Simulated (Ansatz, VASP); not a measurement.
## Ge (Germanium) in two plane-wave programs

Aim: how closely do two programs agree when they are given the same cell, functional and k mesh? The cell is taken from a series of runs on this material, whose earlier steps may have relaxed, scaled, displaced or heated it; both programs get it as it stands.

Main program and level: Ansatz 0.2.0; plane waves, with VASP 6.6.1 beside it; zone-centre phonons at LDA.

## 1. The starting structure

It takes space group Fd-3m (No. 227, cubic). Conventional cell: a = 5.584 Å, b = 5.584 Å, c = 5.584 Å, α = 90.00°, β = 90.00°, γ = 90.00°. Nearest to Ge lie 4 Ge at 2.42 Å.

Coordinates:

```xyz
2
Lattice="-0.0003 2.7917 2.7917 2.7917 -0.0003 2.7917 2.7917 2.7917 -0.0003" Properties=species:S:1:pos:R:3 pbc="T T T"
Ge    2.7913    2.7913    2.7913
Ge    4.1875    4.1875    4.1875
```

## 2. VASP: zone-centre phonons, LDA

Second derivatives magnify differences that forces hide, and they need a tight electronic threshold.

Lines of VASP's logs that name or quote its potential files are left out, and so is its time.

Input file INCAR:

```
SYSTEM = Ge
PREC = Accurate
ENCUT = 500
EDIFF = 1E-08
NELM = 120
ISMEAR = 0
SIGMA = 0.015
LREAL = .FALSE.
ALGO = Normal
GGA = CA
NBANDS = 20
LORBIT = 11
LWAVE = .FALSE.
LCHARG = .FALSE.
ISIF = 2
ISYM = 2
IBRION = 8
LASPH = .TRUE.
GGA_COMPAT = .FALSE.
EFERMI = MIDGAP
KPAR = 2
```

Input file POSCAR:

```
Ge
1.0
   -0.0003488024      2.7917036688      2.7917036688
    2.7917036688     -0.0003488024      2.7917036688
    2.7917036688      2.7917036688     -0.0003488024
Ge
2
Direct
    0.4999667135      0.4999667135      0.4999667135
    0.7500332865      0.7500332865      0.7500332865
```

Input file KPOINTS:

```
Points of the shifted mesh
1728
Reciprocal
 0.0416666667  0.0416666667  0.0416666667 1
 0.0416666667  0.0416666667  0.1250000000 1
 0.0416666667  0.0416666667  0.2083333333 1
 0.0416666667  0.0416666667  0.2916666667 1
 0.0416666667  0.0416666667  0.3750000000 1
 0.0416666667  0.0416666667  0.4583333333 1
 0.0416666667  0.0416666667  0.5416666667 1
 0.0416666667  0.0416666667  0.6250000000 1
 0.0416666667  0.0416666667  0.7083333333 1
 0.0416666667  0.0416666667  0.7916666667 1
 0.0416666667  0.0416666667  0.8750000000 1
 0.0416666667  0.0416666667  0.9583333333 1
 0.0416666667  0.1250000000  0.0416666667 1
 0.0416666667  0.1250000000  0.1250000000 1
 0.0416666667  0.1250000000  0.2083333333 1
 0.0416666667  0.1250000000  0.2916666667 1
 0.0416666667  0.1250000000  0.3750000000 1
 0.0416666667  0.1250000000  0.4583333333 1
 0.0416666667  0.1250000000  0.5416666667 1
 0.0416666667  0.1250000000  0.6250000000 1
 0.0416666667  0.1250000000  0.7083333333 1
 0.0416666667  0.1250000000  0.7916666667 1
 0.0416666667  0.1250000000  0.8750000000 1
 0.0416666667  0.1250000000  0.9583333333 1
 0.0416666667  0.2083333333  0.0416666667 1
 0.0416666667  0.2083333333  0.1250000000 1
 0.0416666667  0.2083333333  0.2083333333 1
 0.0416666667  0.2083333333  0.2916666667 1
 0.0416666667  0.2083333333  0.3750000000 1
 0.0416666667  0.2083333333  0.4583333333 1
 0.0416666667  0.2083333333  0.5416666667 1
 0.0416666667  0.2083333333  0.6250000000 1
 0.0416666667  0.2083333333  0.7083333333 1
 0.0416666667  0.2083333333  0.7916666667 1
 0.0416666667  0.2083333333  0.8750000000 1
 0.0416666667  0.2083333333  0.9583333333 1
 0.0416666667  0.2916666667  0.0416666667 1
 0.0416666667  0.2916666667  0.1250000000 1
 0.0416666667  0.2916666667  0.2083333333 1
 0.0416666667  0.2916666667  0.2916666667 1
 0.0416666667  0.2916666667  0.3750000000 1
 0.0416666667  0.2916666667  0.4583333333 1
 0.0416666667  0.2916666667  0.5416666667 1
 0.0416666667  0.2916666667  0.6250000000 1
 0.0416666667  0.2916666667  0.7083333333 1
 0.0416666667  0.2916666667  0.7916666667 1
 0.0416666667  0.2916666667  0.8750000000 1
 0.0416666667  0.2916666667  0.9583333333 1
 0.0416666667  0.3750000000  0.0416666667 1
 0.0416666667  0.3750000000  0.1250000000 1
 0.0416666667  0.3750000000  0.2083333333 1
 0.0416666667  0.3750000000  0.2916666667 1
 0.0416666667  0.3750000000  0.3750000000 1
 0.0416666667  0.3750000000  0.4583333333 1
 0.0416666667  0.3750000000  0.5416666667 1
 0.0416666667  0.3750000000  0.6250000000 1
 0.0416666667  0.3750000000  0.7083333333 1
 0.0416666667  0.3750000000  0.7916666667 1
 0.0416666667  0.3750000000  0.8750000000 1
 0.0416666667  0.3750000000  0.9583333333 1
 0.0416666667  0.4583333333  0.0416666667 1
 0.0416666667  0.4583333333  0.1250000000 1
 0.0416666667  0.4583333333  0.2083333333 1
 0.0416666667  0.4583333333  0.2916666667 1
 0.0416666667  0.4583333333  0.3750000000 1
 0.0416666667  0.4583333333  0.4583333333 1
 0.0416666667  0.4583333333  0.5416666667 1
 0.0416666667  0.4583333333  0.6250000000 1
 0.0416666667  0.4583333333  0.7083333333 1
 0.0416666667  0.4583333333  0.7916666667 1
 0.0416666667  0.4583333333  0.8750000000 1
 0.0416666667  0.4583333333  0.9583333333 1
 0.0416666667  0.5416666667  0.0416666667 1
 0.0416666667  0.5416666667  0.1250000000 1
 0.0416666667  0.5416666667  0.2083333333 1
 0.0416666667  0.5416666667  0.2916666667 1
 0.0416666667  0.5416666667  0.3750000000 1
 0.0416666667  0.5416666667  0.4583333333 1
 0.0416666667  0.5416666667  0.5416666667 1
 0.0416666667  0.5416666667  0.6250000000 1
 0.0416666667  0.5416666667  0.7083333333 1
 0.0416666667  0.5416666667  0.7916666667 1
 0.0416666667  0.5416666667  0.8750000000 1
 0.0416666667  0.5416666667  0.9583333333 1
 0.0416666667  0.6250000000  0.0416666667 1
 0.0416666667  0.6250000000  0.1250000000 1
 0.0416666667  0.6250000000  0.2083333333 1
 0.0416666667  0.6250000000  0.2916666667 1
 0.0416666667  0.6250000000  0.3750000000 1
 0.0416666667  0.6250000000  0.4583333333 1
 0.0416666667  0.6250000000  0.5416666667 1
 0.0416666667  0.6250000000  0.6250000000 1
 0.0416666667  0.6250000000  0.7083333333 1
 0.0416666667  0.6250000000  0.7916666667 1
 0.0416666667  0.6250000000  0.8750000000 1
 0.0416666667  0.6250000000  0.9583333333 1
 0.0416666667  0.7083333333  0.0416666667 1
 0.0416666667  0.7083333333  0.1250000000 1
 0.0416666667  0.7083333333  0.2083333333 1
 0.0416666667  0.7083333333  0.2916666667 1
 0.0416666667  0.7083333333  0.3750000000 1
 0.0416666667  0.7083333333  0.4583333333 1
 0.0416666667  0.7083333333  0.5416666667 1
 0.0416666667  0.7083333333  0.6250000000 1
 0.0416666667  0.7083333333  0.7083333333 1
 0.0416666667  0.7083333333  0.7916666667 1
 0.0416666667  0.7083333333  0.8750000000 1
 0.0416666667  0.7083333333  0.9583333333 1
 0.0416666667  0.7916666667  0.0416666667 1
 0.0416666667  0.7916666667  0.1250000000 1
 0.0416666667  0.7916666667  0.2083333333 1
 0.0416666667  0.7916666667  0.2916666667 1
[... 1390 lines left out ...]
 0.8750000000  0.4583333333  0.1250000000 1
 0.8750000000  0.4583333333  0.2083333333 1
 0.8750000000  0.4583333333  0.2916666667 1
 0.8750000000  0.4583333333  0.3750000000 1
 0.8750000000  0.4583333333  0.4583333333 1
 0.8750000000  0.4583333333  0.5416666667 1
 0.8750000000  0.4583333333  0.6250000000 1
 0.8750000000  0.4583333333  0.7083333333 1
 0.8750000000  0.4583333333  0.7916666667 1
 0.8750000000  0.4583333333  0.8750000000 1
 0.8750000000  0.4583333333  0.9583333333 1
 0.8750000000  0.5416666667  0.0416666667 1
 0.8750000000  0.5416666667  0.1250000000 1
 0.8750000000  0.5416666667  0.2083333333 1
 0.8750000000  0.5416666667  0.2916666667 1
 0.8750000000  0.5416666667  0.3750000000 1
 0.8750000000  0.5416666667  0.4583333333 1
 0.8750000000  0.5416666667  0.5416666667 1
 0.8750000000  0.5416666667  0.6250000000 1
 0.8750000000  0.5416666667  0.7083333333 1
 0.8750000000  0.5416666667  0.7916666667 1
 0.8750000000  0.5416666667  0.8750000000 1
 0.8750000000  0.5416666667  0.9583333333 1
 0.8750000000  0.6250000000  0.0416666667 1
 0.8750000000  0.6250000000  0.1250000000 1
 0.8750000000  0.6250000000  0.2083333333 1
 0.8750000000  0.6250000000  0.2916666667 1
 0.8750000000  0.6250000000  0.3750000000 1
 0.8750000000  0.6250000000  0.4583333333 1
 0.8750000000  0.6250000000  0.5416666667 1
 0.8750000000  0.6250000000  0.6250000000 1
 0.8750000000  0.6250000000  0.7083333333 1
 0.8750000000  0.6250000000  0.7916666667 1
 0.8750000000  0.6250000000  0.8750000000 1
 0.8750000000  0.6250000000  0.9583333333 1
 0.8750000000  0.7083333333  0.0416666667 1
 0.8750000000  0.7083333333  0.1250000000 1
 0.8750000000  0.7083333333  0.2083333333 1
 0.8750000000  0.7083333333  0.2916666667 1
 0.8750000000  0.7083333333  0.3750000000 1
 0.8750000000  0.7083333333  0.4583333333 1
 0.8750000000  0.7083333333  0.5416666667 1
 0.8750000000  0.7083333333  0.6250000000 1
 0.8750000000  0.7083333333  0.7083333333 1
 0.8750000000  0.7083333333  0.7916666667 1
 0.8750000000  0.7083333333  0.8750000000 1
 0.8750000000  0.7083333333  0.9583333333 1
 0.8750000000  0.7916666667  0.0416666667 1
 0.8750000000  0.7916666667  0.1250000000 1
 0.8750000000  0.7916666667  0.2083333333 1
 0.8750000000  0.7916666667  0.2916666667 1
 0.8750000000  0.7916666667  0.3750000000 1
 0.8750000000  0.7916666667  0.4583333333 1
 0.8750000000  0.7916666667  0.5416666667 1
 0.8750000000  0.7916666667  0.6250000000 1
 0.8750000000  0.7916666667  0.7083333333 1
 0.8750000000  0.7916666667  0.7916666667 1
 0.8750000000  0.7916666667  0.8750000000 1
 0.8750000000  0.7916666667  0.9583333333 1
 0.8750000000  0.8750000000  0.0416666667 1
 0.8750000000  0.8750000000  0.1250000000 1
 0.8750000000  0.8750000000  0.2083333333 1
 0.8750000000  0.8750000000  0.2916666667 1
 0.8750000000  0.8750000000  0.3750000000 1
 0.8750000000  0.8750000000  0.4583333333 1
 0.8750000000  0.8750000000  0.5416666667 1
 0.8750000000  0.8750000000  0.6250000000 1
 0.8750000000  0.8750000000  0.7083333333 1
 0.8750000000  0.8750000000  0.7916666667 1
 0.8750000000  0.8750000000  0.8750000000 1
 0.8750000000  0.8750000000  0.9583333333 1
 0.8750000000  0.9583333333  0.0416666667 1
 0.8750000000  0.9583333333  0.1250000000 1
 0.8750000000  0.9583333333  0.2083333333 1
 0.8750000000  0.9583333333  0.2916666667 1
 0.8750000000  0.9583333333  0.3750000000 1
 0.8750000000  0.9583333333  0.4583333333 1
 0.8750000000  0.9583333333  0.5416666667 1
 0.8750000000  0.9583333333  0.6250000000 1
 0.8750000000  0.9583333333  0.7083333333 1
 0.8750000000  0.9583333333  0.7916666667 1
 0.8750000000  0.9583333333  0.8750000000 1
 0.8750000000  0.9583333333  0.9583333333 1
 0.9583333333  0.0416666667  0.0416666667 1
 0.9583333333  0.0416666667  0.1250000000 1
 0.9583333333  0.0416666667  0.2083333333 1
 0.9583333333  0.0416666667  0.2916666667 1
 0.9583333333  0.0416666667  0.3750000000 1
 0.9583333333  0.0416666667  0.4583333333 1
 0.9583333333  0.0416666667  0.5416666667 1
 0.9583333333  0.0416666667  0.6250000000 1
 0.9583333333  0.0416666667  0.7083333333 1
 0.9583333333  0.0416666667  0.7916666667 1
 0.9583333333  0.0416666667  0.8750000000 1
 0.9583333333  0.0416666667  0.9583333333 1
 0.9583333333  0.1250000000  0.0416666667 1
 0.9583333333  0.1250000000  0.1250000000 1
 0.9583333333  0.1250000000  0.2083333333 1
 0.9583333333  0.1250000000  0.2916666667 1
 0.9583333333  0.1250000000  0.3750000000 1
 0.9583333333  0.1250000000  0.4583333333 1
 0.9583333333  0.1250000000  0.5416666667 1
 0.9583333333  0.1250000000  0.6250000000 1
 0.9583333333  0.1250000000  0.7083333333 1
 0.9583333333  0.1250000000  0.7916666667 1
 0.9583333333  0.1250000000  0.8750000000 1
 0.9583333333  0.1250000000  0.9583333333 1
 0.9583333333  0.2083333333  0.0416666667 1
 0.9583333333  0.2083333333  0.1250000000 1
 0.9583333333  0.2083333333  0.2083333333 1
 0.9583333333  0.2083333333  0.2916666667 1
 0.9583333333  0.2083333333  0.3750000000 1
 0.9583333333  0.2083333333  0.4583333333 1
 0.9583333333  0.2083333333  0.5416666667 1
 0.9583333333  0.2083333333  0.6250000000 1
 0.9583333333  0.2083333333  0.7083333333 1
 0.9583333333  0.2083333333  0.7916666667 1
 0.9583333333  0.2083333333  0.8750000000 1
 0.9583333333  0.2083333333  0.9583333333 1
 0.9583333333  0.2916666667  0.0416666667 1
 0.9583333333  0.2916666667  0.1250000000 1
 0.9583333333  0.2916666667  0.2083333333 1
 0.9583333333  0.2916666667  0.2916666667 1
 0.9583333333  0.2916666667  0.3750000000 1
 0.9583333333  0.2916666667  0.4583333333 1
 0.9583333333  0.2916666667  0.5416666667 1
 0.9583333333  0.2916666667  0.6250000000 1
 0.9583333333  0.2916666667  0.7083333333 1
 0.9583333333  0.2916666667  0.7916666667 1
 0.9583333333  0.2916666667  0.8750000000 1
 0.9583333333  0.2916666667  0.9583333333 1
 0.9583333333  0.3750000000  0.0416666667 1
 0.9583333333  0.3750000000  0.1250000000 1
 0.9583333333  0.3750000000  0.2083333333 1
 0.9583333333  0.3750000000  0.2916666667 1
 0.9583333333  0.3750000000  0.3750000000 1
 0.9583333333  0.3750000000  0.4583333333 1
 0.9583333333  0.3750000000  0.5416666667 1
 0.9583333333  0.3750000000  0.6250000000 1
 0.9583333333  0.3750000000  0.7083333333 1
 0.9583333333  0.3750000000  0.7916666667 1
 0.9583333333  0.3750000000  0.8750000000 1
 0.9583333333  0.3750000000  0.9583333333 1
 0.9583333333  0.4583333333  0.0416666667 1
 0.9583333333  0.4583333333  0.1250000000 1
 0.9583333333  0.4583333333  0.2083333333 1
 0.9583333333  0.4583333333  0.2916666667 1
 0.9583333333  0.4583333333  0.3750000000 1
 0.9583333333  0.4583333333  0.4583333333 1
 0.9583333333  0.4583333333  0.5416666667 1
 0.9583333333  0.4583333333  0.6250000000 1
 0.9583333333  0.4583333333  0.7083333333 1
 0.9583333333  0.4583333333  0.7916666667 1
 0.9583333333  0.4583333333  0.8750000000 1
 0.9583333333  0.4583333333  0.9583333333 1
 0.9583333333  0.5416666667  0.0416666667 1
 0.9583333333  0.5416666667  0.1250000000 1
 0.9583333333  0.5416666667  0.2083333333 1
 0.9583333333  0.5416666667  0.2916666667 1
 0.9583333333  0.5416666667  0.3750000000 1
 0.9583333333  0.5416666667  0.4583333333 1
 0.9583333333  0.5416666667  0.5416666667 1
 0.9583333333  0.5416666667  0.6250000000 1
 0.9583333333  0.5416666667  0.7083333333 1
 0.9583333333  0.5416666667  0.7916666667 1
 0.9583333333  0.5416666667  0.8750000000 1
 0.9583333333  0.5416666667  0.9583333333 1
 0.9583333333  0.6250000000  0.0416666667 1
 0.9583333333  0.6250000000  0.1250000000 1
 0.9583333333  0.6250000000  0.2083333333 1
 0.9583333333  0.6250000000  0.2916666667 1
 0.9583333333  0.6250000000  0.3750000000 1
 0.9583333333  0.6250000000  0.4583333333 1
 0.9583333333  0.6250000000  0.5416666667 1
 0.9583333333  0.6250000000  0.6250000000 1
 0.9583333333  0.6250000000  0.7083333333 1
 0.9583333333  0.6250000000  0.7916666667 1
 0.9583333333  0.6250000000  0.8750000000 1
 0.9583333333  0.6250000000  0.9583333333 1
 0.9583333333  0.7083333333  0.0416666667 1
 0.9583333333  0.7083333333  0.1250000000 1
 0.9583333333  0.7083333333  0.2083333333 1
 0.9583333333  0.7083333333  0.2916666667 1
 0.9583333333  0.7083333333  0.3750000000 1
 0.9583333333  0.7083333333  0.4583333333 1
 0.9583333333  0.7083333333  0.5416666667 1
 0.9583333333  0.7083333333  0.6250000000 1
 0.9583333333  0.7083333333  0.7083333333 1
 0.9583333333  0.7083333333  0.7916666667 1
 0.9583333333  0.7083333333  0.8750000000 1
 0.9583333333  0.7083333333  0.9583333333 1
 0.9583333333  0.7916666667  0.0416666667 1
 0.9583333333  0.7916666667  0.1250000000 1
 0.9583333333  0.7916666667  0.2083333333 1
 0.9583333333  0.7916666667  0.2916666667 1
 0.9583333333  0.7916666667  0.3750000000 1
 0.9583333333  0.7916666667  0.4583333333 1
 0.9583333333  0.7916666667  0.5416666667 1
 0.9583333333  0.7916666667  0.6250000000 1
 0.9583333333  0.7916666667  0.7083333333 1
 0.9583333333  0.7916666667  0.7916666667 1
 0.9583333333  0.7916666667  0.8750000000 1
 0.9583333333  0.7916666667  0.9583333333 1
 0.9583333333  0.8750000000  0.0416666667 1
 0.9583333333  0.8750000000  0.1250000000 1
 0.9583333333  0.8750000000  0.2083333333 1
 0.9583333333  0.8750000000  0.2916666667 1
 0.9583333333  0.8750000000  0.3750000000 1
 0.9583333333  0.8750000000  0.4583333333 1
 0.9583333333  0.8750000000  0.5416666667 1
 0.9583333333  0.8750000000  0.6250000000 1
 0.9583333333  0.8750000000  0.7083333333 1
 0.9583333333  0.8750000000  0.7916666667 1
 0.9583333333  0.8750000000  0.8750000000 1
 0.9583333333  0.8750000000  0.9583333333 1
 0.9583333333  0.9583333333  0.0416666667 1
 0.9583333333  0.9583333333  0.1250000000 1
 0.9583333333  0.9583333333  0.2083333333 1
 0.9583333333  0.9583333333  0.2916666667 1
 0.9583333333  0.9583333333  0.3750000000 1
 0.9583333333  0.9583333333  0.4583333333 1
 0.9583333333  0.9583333333  0.5416666667 1
 0.9583333333  0.9583333333  0.6250000000 1
 0.9583333333  0.9583333333  0.7083333333 1
 0.9583333333  0.9583333333  0.7916666667 1
 0.9583333333  0.9583333333  0.8750000000 1
 0.9583333333  0.9583333333  0.9583333333 1
```

Potentials, in the order of the species: Ge_d (LDA family, release 64).

Command:

```console
$ mpirun -np 2 vasp_std
```

Numbers of over 12 decimals in the logs are rounded to 6 here.

The program printed:

```text
[banner, memory and clock lines left out]
running    2 mpi-ranks, on    1 nodes
 distrk:  each k-point on    1 cores,    2 groups
 distr:  one band on    1 cores,    1 groups

 POSCAR found type information on POSCAR Ge
 POSCAR found :  1 types and       2 ions
 LDA part: xc-table for (Slater(with rela. corr.)+CA(PZ))
 , standard interpolation
 POSCAR, INCAR and KPOINTS ok, starting setup
 FFT: planning ... GRIDC
 FFT: planning ... GRID_SOFT
 FFT: planning ... GRID
 WAVECAR not read
 entering main loop
       N       E                     dE             d eps       ncg     rms          rms(c)
DAV:   1     0.182283663482E+03    0.18228E+03   -0.14689E+04 74456   0.374E+03
DAV:   2     0.146142151210E+02   -0.16767E+03   -0.16315E+03 69264   0.581E+02
DAV:   3    -0.980335368317E+01   -0.24418E+02   -0.24236E+02 77764   0.143E+02
DAV:   4    -0.105667266004E+02   -0.76337E+00   -0.76283E+00 77876   0.297E+01
DAV:   5    -0.105789072769E+02   -0.12181E-01   -0.12180E-01 77392   0.407E+00    0.346E+00
DAV:   6    -0.104502201894E+02    0.12869E+00   -0.41671E-02 76548   0.167E+00    0.198E+00
DAV:   7    -0.103861870628E+02    0.64033E-01   -0.83214E-02 72876   0.212E+00    0.143E-01
DAV:   8    -0.103869009294E+02   -0.71387E-03   -0.57905E-03 78208   0.840E-01    0.446E-02
DAV:   9    -0.103869337329E+02   -0.32804E-04   -0.89318E-05 80568   0.971E-02    0.135E-02
DAV:  10    -0.103869301482E+02    0.35847E-05   -0.93702E-06 93140   0.464E-02    0.430E-03
DAV:  11    -0.103869299782E+02    0.17006E-06   -0.10758E-06 74424   0.803E-03    0.177E-03
DAV:  12    -0.103869299760E+02    0.22055E-08   -0.80880E-08 94044   0.454E-03
   1 F= -.10386930E+02 E0= -.10386930E+02  d E =-.102510E-34
 Linear response reoptimize wavefunctions to high precision
DAV:   1    -0.103869299757E+02    0.31014E-09   -0.44255E-09 67316   0.579E-04
DAV:   2    -0.103869299757E+02   -0.18190E-10   -0.17093E-10 44852   0.147E-04
 Linear response DOF=           1
 Linear response progress:
  Degree of freedom:   1/  1
       N       E                     dE             d eps       ncg     rms          rms(c)
RMM:   1    -0.187948361673E+00   -0.18795E+00    0.86723E+00 83888   0.452E+01
RMM:   2    -0.195496602171E+00   -0.75482E-02   -0.14050E-02111844   0.114E+00    0.775E-02
RMM:   3    -0.195565680147E+00   -0.69078E-04   -0.97723E-04119173   0.323E-01    0.446E-02
RMM:   4    -0.195519569758E+00    0.46110E-04   -0.67331E-05126911   0.834E-02    0.490E-03
RMM:   5    -0.195526584512E+00   -0.70148E-05   -0.51626E-06121984   0.190E-02    0.248E-03
RMM:   6    -0.195537514809E+00   -0.10930E-04   -0.28115E-07123969   0.523E-03    0.317E-04
RMM:   7    -0.195536779641E+00    0.73517E-06   -0.57562E-08127200   0.169E-03    0.200E-04
RMM:   8    -0.195536294999E+00    0.48464E-06   -0.43367E-09128485   0.593E-04    0.399E-05
RMM:   9    -0.195536136280E+00    0.15872E-06   -0.21135E-08128834   0.273E-04    0.167E-05
RMM:  10    -0.195536228864E+00   -0.92584E-07   -0.11080E-08129197   0.137E-04    0.528E-06
RMM:  11    -0.195536238629E+00   -0.97648E-08   -0.20070E-08129868   0.850E-05    0.273E-06
 first order change of Fermi-energy   0.22897E+01
 force on displaced ion       1 direction 1 : -12.207   0.001   0.001
 Linear response finished
```

(Continued in part 2 of 2.)

[Lines on the potential files, build, host, timing and source positions are cut from VASP's logs without a mark.]

[Logs are printed without paths, hosts, clocks, repeated set-up lines and the standing remarks that a program may print on its own settings, such as how far it seeks lower states.]

[Hosts, paths, dates, database ids (printed as entryN), source tags and the programs' standing remarks are cut or masked in the printed files.]
